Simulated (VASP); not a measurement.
A run of VASP 6.6.1 is set up as follows.

File INCAR:

```
SYSTEM = Rh
PREC = Accurate
ENCUT = 600
EDIFF = 1E-7
ISMEAR = 1
SIGMA = 0.1
LREAL = .FALSE.
LASPH = .TRUE.
NELM = 80
ALGO = Normal
ISIF = 3
LWAVE = .FALSE.
LCHARG = .FALSE.
GGA = PE
IBRION = 2
NSW = 90
EDIFFG = -0.005
```

File KPOINTS:

```
Automatic mesh
0
G
  16 16 16
  0 0 0
```

File POSCAR:

```
Rh                                      
1.0
    0.0000000000      1.9151000113      1.9151000113
    1.9151000113      0.0000000000      1.9151000113
    1.9151000113      1.9151000113      0.0000000000
  Rh            
     1
Direct
     0.0000000000000000    0.0000000000000000    0.0000000000000000
```

Potentials or basis: VASP PAW PBE potentials, release 64 (Rh_pv).

Run with:

```bash
$ cat potpaw_PBE.64/Rh_pv/POTCAR > POTCAR
$ mpirun -np 1 vasp_std > vasp.out
```

Question: Predict the relaxed volume.

Answer: 14.04 Å³/atom.

Question: What does it give for the space group after relaxing (to 0.05 Å)?

Answer: Fm-3m (No. 225).

Final structure:
```
Rh
1.0
     0.00000    1.91473    1.91473
     1.91473    0.00000    1.91473
     1.91473    1.91473    0.00000
Rh
1
Direct
  0.00000 0.00000 0.00000
```
